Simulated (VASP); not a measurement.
Output of a VASP run:

File OSZICAR:
```
...
DAV:   1     0.344468308983E+03    0.34447E+03   -0.19172E+04  1584   0.201E+03
DAV:   2     0.126534699241E+02   -0.33181E+03   -0.32674E+03  1620   0.493E+02
DAV:   3    -0.174151135929E+02   -0.30069E+02   -0.29496E+02  1968   0.156E+02
DAV:   4    -0.184320836200E+02   -0.10170E+01   -0.10119E+01  1894   0.304E+01
DAV:   5    -0.184782763182E+02   -0.46193E-01   -0.46178E-01  2280   0.602E+00    0.359E+00
DAV:   6    -0.177838712991E+02    0.69441E+00   -0.24031E+00  2076   0.934E+00    0.123E+00
DAV:   7    -0.177679084430E+02    0.15963E-01   -0.23665E-01  2176   0.236E+00    0.630E-01
DAV:   8    -0.177631023668E+02    0.48061E-02   -0.21498E-02  2000   0.151E+00    0.120E-01
DAV:   9    -0.177623006421E+02    0.80172E-03   -0.35179E-03  2156   0.496E-01    0.385E-02
DAV:  10    -0.177623051064E+02   -0.44644E-05   -0.43095E-04  1886   0.182E-01    0.145E-02
DAV:  11    -0.177623025328E+02    0.25736E-05   -0.41158E-05  2128   0.608E-02    0.465E-03
DAV:  12    -0.177623018253E+02    0.70752E-06   -0.16692E-06  1204   0.147E-02
   1 F= -.17762302E+02 E0= -.17762561E+02  d E =-.177623E+02
       N       E                     dE             d eps       ncg     rms          rms(c)
DAV:   1    -0.177744442469E+02   -0.12142E-01   -0.37545E-01  1896   0.802E+00    0.530E-01
DAV:   2    -0.177661661841E+02    0.82781E-02   -0.20291E-02  1836   0.219E+00    0.264E-01
DAV:   3    -0.177635959126E+02    0.25703E-02   -0.87588E-03  2136   0.145E+00    0.548E-02
DAV:   4    -0.177635995043E+02   -0.35917E-05   -0.97156E-04  1908   0.357E-01    0.206E-02
DAV:   5    -0.177635934595E+02    0.60448E-05   -0.10943E-04  2372   0.144E-01    0.991E-03
DAV:   6    -0.177635914543E+02    0.20052E-05   -0.14366E-05  1758   0.566E-02    0.312E-03
DAV:   7    -0.177635912982E+02    0.15610E-06   -0.18328E-06  1048   0.143E-02
   2 F= -.17763591E+02 E0= -.17763565E+02  d E =-.128947E-02
       N       E                     dE             d eps       ncg     rms          rms(c)
DAV:   1    -0.177676922887E+02   -0.41008E-02   -0.13474E-01  1896   0.478E+00    0.317E-01
DAV:   2    -0.177647121587E+02    0.29801E-02   -0.73354E-03  1828   0.133E+00    0.159E-01
DAV:   3    -0.177637868402E+02    0.92532E-03   -0.31440E-03  2082   0.869E-01    0.327E-02
DAV:   4    -0.177637876085E+02   -0.76834E-06   -0.37631E-04  1930   0.218E-01    0.125E-02
DAV:   5    -0.177637856161E+02    0.19924E-05   -0.44491E-05  2368   0.890E-02    0.653E-03
DAV:   6    -0.177637843610E+02    0.12551E-05   -0.61513E-06  1566   0.390E-02    0.183E-03
DAV:   7    -0.177637843727E+02   -0.11744E-07   -0.87324E-07   930   0.857E-03
   3 F= -.17763784E+02 E0= -.17763671E+02  d E =-.148255E-02
       N       E                     dE             d eps       ncg     rms          rms(c)
DAV:   1    -0.177706165864E+02   -0.68322E-02   -0.23399E-01  1836   0.555E+00    0.400E-01
DAV:   2    -0.177660647473E+02    0.45518E-02   -0.11133E-02  1846   0.159E+00    0.216E-01
DAV:   3    -0.177643716318E+02    0.16931E-02   -0.54221E-03  2220   0.113E+00    0.448E-02
DAV:   4    -0.177643914980E+02   -0.19866E-04   -0.89569E-04  1994   0.364E-01    0.179E-02
DAV:   5    -0.177643825646E+02    0.89334E-05   -0.50512E-05  2184   0.965E-02    0.698E-03
DAV:   6    -0.177643837744E+02   -0.12098E-05   -0.10273E-05  1952   0.257E-02    0.244E-03
DAV:   7    -0.177643838091E+02   -0.34665E-07   -0.12155E-06   878   0.901E-03
   4 F= -.17764384E+02 E0= -.17764358E+02  d E =-.599436E-03
```

**OUTCAR**
```
------------------------ aborting loop because EDIFF is reached ----------------------------------------
  FORCE on cell =-STRESS in cart. coord.  units (eV):
  Direction    XX          YY          ZZ          XY          YZ          ZX
  --------------------------------------------------------------------------------------
  Total        0.0140402      0.0140402     -0.0400025     -0.0000000      0.0000000     -0.0000000
  in kB        0.3102776      0.3102775     -0.8840268     -0.0000000      0.0000000     -0.0000000
  external PRESSURE =      -0.0878239 kB  Pullay stress =       0.0000000 kB
  volume of cell :       72.50
      direct lattice vectors                 reciprocal lattice vectors
     3.709143508 -0.000000000 -0.000000000     0.269604020  0.155655977 -0.000000000
    -1.854571754  3.212212018  0.000000000     0.000000000  0.311311954 -0.000000000
     0.000000000 -0.000000000  6.084912321     0.000000000 -0.000000000  0.164340905
 POSITION                                       TOTAL-FORCE (eV/Angst)
 -----------------------------------------------------------------------------------
      1.85457      3.21221      0.00000         0.000000      0.000000      0.000000
      3.70914     -0.00000      3.04246         0.000000      0.000000      0.000000
     -0.00000      2.14148      1.52123        -0.000000      0.000000     -0.000000
      1.85457      1.07074      4.56368         0.000000     -0.000000      0.000000
 -----------------------------------------------------------------------------------
    total drift:                               -0.000000      0.000000      0.000000
  FREE ENERGIE OF THE ION-ELECTRON SYSTEM (eV)
  ---------------------------------------------------
  free  energy   TOTEN  =       -17.7643838091 eV

  energy  without entropy=      -17.7643073977  energy(sigma->0) =      -17.76435834

 reached required accuracy - stopping structural energy minimisation
```
(Selected blocks of OUTCAR.)

### POSCAR
```
BBi
1
    3.6876313383     0.0000000000    -0.0000000000
   -1.8438156692     3.1935819404    -0.0000000000
    0.0000000000     0.0000000000     6.1291246358
B Bi
2 2
Direct
  0.0000000000   0.0000000000   0.0000000000
  0.0000000000   0.0000000000   0.5000000000
  0.3333330000   0.6666670000   0.2500000000
  0.6666670000   0.3333330000   0.7500000000
```

Problem. Write an INCAR and KPOINTS that could have produced this output.

Solution. One answer among several that fit: the input of the run itself, PBEsol GGA, plane waves, VASP's PBE PAW potentials (set 64).

KPOINTS:
```
Automatic mesh
0
Gamma
9 9 5
0 0 0
```

**INCAR**
```
# general
SYSTEM   =  BBi
PREC     =  Accurate
ENCUT    =  520   # plane-wave cut-off (eV)
LREAL    =  F   # projection in real space or not
LASPH    =  T

# electronic loop
EDIFF    =  1E-6   # SCF stop (eV)
NELM     =  100   # most electronic steps
ALGO     =  Normal
LMAXMIX  =  4

# smearing
ISMEAR   =  1   # Methfessel-Paxton
SIGMA    =  0.1   # width (eV)

# functional
GGA      =  PS

# ions
IBRION   =  2
NSW      =  60   # most ionic steps
ISIF     =  3   # ions, shape and volume
EDIFFG   =  -0.02   # ionic stop

# output
LWAVE    =  F
LCHARG   =  F
```

POTCAR, in this order: B Bi_d (PBE.64 set). Program: vasp_std.

The structure was generated: BBi was put into the NiAs type type (P6_3/mmc), which need not be its known phase. This run relaxes it. Symmetry was kept, so distortions that lower it aren't found. The start is the result of an earlier pass.
